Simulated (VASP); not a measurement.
A run of VASP 6.6.1 is set up as follows.

INCAR

```
SYSTEM = NaMg6Cr
PREC = Accurate
ENCUT = 520
EDIFF = 1E-7
ISMEAR = -1
SIGMA = 0.05
LREAL = .False.
LASPH = .True.
NELM = 150
ALGO = Normal
ISIF = 2
LWAVE = .False.
LCHARG = .True.
ISPIN = 2
MAGMOM = 3 0 0 0 0 0 0 0
LORBIT = 11
LMAXMIX = 4
GGA = PE
LELF = .True.
LVHAR = .True.
NBANDS = 30
```

Contents of KPOINTS:

```
Automatic mesh
0
Gamma
  5 5 5
  0 0 0
```

Contents of POSCAR:

```
NaMg6Cr
1.0
    5.1371790000      0.0000000000      0.0000000000
    0.0000000000      3.2135290000      5.4905750000
    0.0000000000     -3.2135290000      5.4905750000
Cr Mg Na
1 6 1
Direct
    0.5000000000      0.3334740000      0.3334740000
    0.0000000000      0.1711820000      0.1711820000
    0.0000000000      0.6643430000      0.6643430000
    0.0000000000      0.1762410000      0.6543270000
    0.0000000000      0.6543270000      0.1762410000
    0.5000000000      0.3331120000      0.8334700000
    0.5000000000      0.8334700000      0.3331120000
    0.5000000000      0.8338560000      0.8338560000
```

Potentials or basis: VASP PAW PBE potentials, release 64 (Cr_pv, Mg, Na_pv).

Command:

```console
$ cat potpaw_PBE.64/Cr_pv/POTCAR potpaw_PBE.64/Mg/POTCAR potpaw_PBE.64/Na_pv/POTCAR > POTCAR
$ mpirun -np 1 vasp_std > vasp.out
```

(1) Estimate the pressure.

(2) Predict the net moment.

Answers

(1) 0.1 GPa.

(2) 4.44 μB per cell.
